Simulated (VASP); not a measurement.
Output of a VASP run:

File OSZICAR:
```
       N       E                     dE             d eps       ncg     rms          rms(c)
DAV:   1     0.498615740221E+03    0.49862E+03   -0.23415E+04  1008   0.226E+03
DAV:   2     0.335272611276E+02   -0.46509E+03   -0.45409E+03  1292   0.568E+02
DAV:   3    -0.145816408903E+02   -0.48109E+02   -0.47781E+02  1216   0.187E+02
DAV:   4    -0.169691791528E+02   -0.23875E+01   -0.23802E+01  1734   0.468E+01
DAV:   5    -0.170006443437E+02   -0.31465E-01   -0.31414E-01  1279   0.429E+00    0.115E+02
DAV:   6    -0.178691687649E+02   -0.86852E+00   -0.22607E+02  1010   0.192E+02    0.457E+01
DAV:   7    -0.207102573939E+02   -0.28411E+01   -0.44337E+00  1708   0.273E+01    0.300E+01
DAV:   8    -0.209531052883E+02   -0.24285E+00   -0.63853E+00  1280   0.220E+01    0.142E+01
DAV:   9    -0.205635090543E+02    0.38960E+00   -0.25757E+00  1306   0.153E+01    0.153E+01
DAV:  10    -0.202705457469E+02    0.29296E+00   -0.57403E-01  1367   0.117E+01    0.121E+00
DAV:  11    -0.206422093638E+02   -0.37166E+00   -0.24214E-01  1353   0.607E+00    0.627E-01
DAV:  12    -0.206433746522E+02   -0.11653E-02   -0.14132E-02  1450   0.838E-01    0.339E-01
DAV:  13    -0.206316965851E+02    0.11678E-01   -0.75473E-03  1188   0.966E-01    0.304E-01
DAV:  14    -0.206423898462E+02   -0.10693E-01   -0.27979E-03  1165   0.710E-01    0.109E-01
DAV:  15    -0.206428325259E+02   -0.44268E-03   -0.25001E-04  1547   0.151E-01    0.831E-02
DAV:  16    -0.206429113631E+02   -0.78837E-04   -0.17133E-04  1312   0.130E-01    0.233E-02
DAV:  17    -0.206429882111E+02   -0.76848E-04   -0.74015E-05  1134   0.801E-02    0.482E-03
DAV:  18    -0.206429894595E+02   -0.12485E-05   -0.49794E-06  1314   0.376E-02    0.596E-03
DAV:  19    -0.206429913996E+02   -0.19400E-05   -0.21746E-06  1508   0.164E-02    0.260E-03
DAV:  20    -0.206429923647E+02   -0.96511E-06   -0.19243E-06  1476   0.159E-02    0.229E-03
DAV:  21    -0.206429922106E+02    0.15412E-06   -0.24082E-07  1106   0.476E-03    0.393E-04
DAV:  22    -0.206429920645E+02    0.14608E-06   -0.47201E-08   645   0.262E-03    0.432E-04
DAV:  23    -0.206429921620E+02   -0.97490E-07   -0.89351E-09   530   0.119E-03
   1 F= -.20642992E+02 E0= -.20642992E+02  d E =-.142113E-18
```

File OUTCAR:
```
------------------------ aborting loop because EDIFF is reached ----------------------------------------
  FORCE on cell =-STRESS in cart. coord.  units (eV):
  Direction    XX          YY          ZZ          XY          YZ          ZX
  --------------------------------------------------------------------------------------
  Total       -0.9550161     -0.9550161     -0.9550161     -0.0000000     -0.0000000      0.0000000
  in kB      -22.0167141    -22.0167141    -22.0167141     -0.0000000     -0.0000000      0.0000000
  external PRESSURE =     -22.0167141 kB  Pullay stress =       0.0000000 kB
  volume of cell :       69.50
      direct lattice vectors                 reciprocal lattice vectors
     4.111398679  0.000000000  0.000000000     0.243226230  0.000000000  0.000000000
     0.000000000  4.111398679  0.000000000     0.000000000  0.243226230  0.000000000
     0.000000000  0.000000000  4.111398679     0.000000000  0.000000000  0.243226230
 POSITION                                       TOTAL-FORCE (eV/Angst)
 -----------------------------------------------------------------------------------
      0.00000      0.00000      0.00000         0.000000      0.000000      0.000000
      2.05570      2.05570      2.05570         0.000000      0.000000      0.000000
      2.05570      0.00000      2.05570         0.000000      0.000000      0.000000
      0.00000      2.05570      2.05570         0.000000      0.000000      0.000000
      2.05570      2.05570      0.00000         0.000000      0.000000      0.000000
 -----------------------------------------------------------------------------------
    total drift:                                0.000000     -0.000000     -0.000000
  FREE ENERGIE OF THE ION-ELECTRON SYSTEM (eV)
  ---------------------------------------------------
  free  energy   TOTEN  =       -20.6429921620 eV

  energy  without entropy=      -20.6429921620  energy(sigma->0) =      -20.64299216
```
(Selected blocks of OUTCAR.)

**POSCAR**
```
KZnF3
1
    4.1113986793     0.0000000000     0.0000000000
    0.0000000000     4.1113986793     0.0000000000
    0.0000000000     0.0000000000     4.1113986793
K Zn F
1 1 3
Direct
  0.0000000000   0.0000000000   0.0000000000
  0.5000000000   0.5000000000   0.5000000000
  0.5000000000   0.0000000000   0.5000000000
  0.0000000000   0.5000000000   0.5000000000
  0.5000000000   0.5000000000   0.0000000000
```

Problem. Write an INCAR and KPOINTS that could have produced this output.

Solution. This is not unique; one that fits is the input of the run itself, revTPSS meta-GGA, plane waves, VASP's PBE PAW potentials (set 64).

INCAR:
```
# general
SYSTEM   =  KZnF3
PREC     =  Accurate
ENCUT    =  520   # plane-wave cut-off (eV)
LREAL    =  .False.   # projection in real space or not
LASPH    =  .True.

# electronic loop
EDIFF    =  1E-7   # SCF stop (eV)
NELM     =  100
ALGO     =  Normal
LMAXMIX  =  4   # l cut-off of mixed one-centre charges
LMIXTAU  =  .True.

# smearing
ISMEAR   =  0
SIGMA    =  0.05   # width (eV)

# functional
METAGGA  =  RTPSS

# ions
ISIF     =  2   # forces and stress, cell fixed

# output
LWAVE    =  .False.
LCHARG   =  .False.
```

KPOINTS:
```
K-points
0
gamma
 6 6 6
```

POTCAR, in this order: K_sv Zn F (PBE.64 set). Program: vasp_std.

The compound is KZnF3 in the cubic perovskite structure. This cell is one point of a volume scan, at 1.03 of the reference volume.
